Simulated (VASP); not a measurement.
```xyz
8
Lattice="3.3671 -5.8407 0.0293 1.6873 2.9225 0.0000 0.0235 -0.0136 5.4629" Properties=species:S:1:pos:R:3 pbc="T T T"
Zn     1.7035    -0.9835     2.4833
Zn     1.5167     1.0727     0.1309
Zn     3.3671    -3.8924     2.8404
Zn     3.5297    -2.0379     0.1249
S      1.7360    -1.0023     4.7683
O      1.6379     1.0027     2.0846
O      3.3653    -3.8913     4.8443
O      3.4447    -1.9888     2.1136
```

Level of theory: PBEsol GGA, VASP's PBE PAW potentials (set 64) (plane waves; VASP 6.6.1). Numerical set-up: 520 eV cut-off, 5×9×5 Γ-centred mesh, tetrahedra with Blöchl corrections, potentials Zn S O.

The cores are frozen, which limits the accuracy of field gradients.

**Question.** Give the principal components of the electric field gradient (V/Å²) and the asymmetry η at each nucleus.

**Answer.** 
```tsv
atom	Vxx	Vyy	Vzz	η
Zn1	-11.1	-6.2	17.3	0.28
Zn2	-13.9	-2.2	16.1	0.73
Zn3	8.4	1.8	-10.3	0.64
Zn4	-9.9	-7.0	16.9	0.17
S5	34.7	16.3	-51.0	0.36
O6	10.9	5.4	-16.2	0.34
O7	21.1	11.0	-32.1	0.32
O8	5.0	4.7	-9.6	0.03
```

The structure was generated: Zn4O3S was put into an ordered model structure (Pm), which need not be its known phase. It was relaxed first.
